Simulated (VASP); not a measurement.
Input:

```xyz
4
Lattice="1.8043 -4.9546 0.0000 1.8043 4.9546 0.0000 0.0000 0.0000 3.9681" Properties=species:S:1:pos:R:3 pbc="T T T"
Te     1.8043    -1.4262     0.9920
Te     1.8043     1.4262     2.9761
Rh     1.8043    -4.0099     0.9920
Rh     1.8043     4.0099     2.9761
```

All values below come from PBEsol GGA, VASP's PBE PAW potentials (set 64) (plane waves; VASP). Numerical set-up: 480 eV cut-off, 8×8×8 Γ-centred mesh, first-order Methfessel-Paxton smearing of 0.10 eV, potentials Te Rh_pv.

Unless said otherwise, spin-orbit coupling is left out, though it shifts the bands of the heavy elements here.

**Question.** Predict the energy per atom (σ→0), pressure, largest force, band gap (on the k-mesh) with the smallest direct gap where there is one.

**Answer.** 
```
Quantity                                                     Value
------------------------  ----------------------------------------
band gap (on the k-mesh)  none (metal, semimetal or under 0.01 eV)
energy per atom (σ→0)                               -5.999 eV/atom
pressure                                                  7.59 GPa
largest force                                      0.01418 Ry/bohr
```

Only differences to runs with the same potentials and settings are physical.

The structure was generated: TeRh was put into the CrB type (Cmcm), which need not be its known phase. This cell was strained or had an atom moved on purpose.
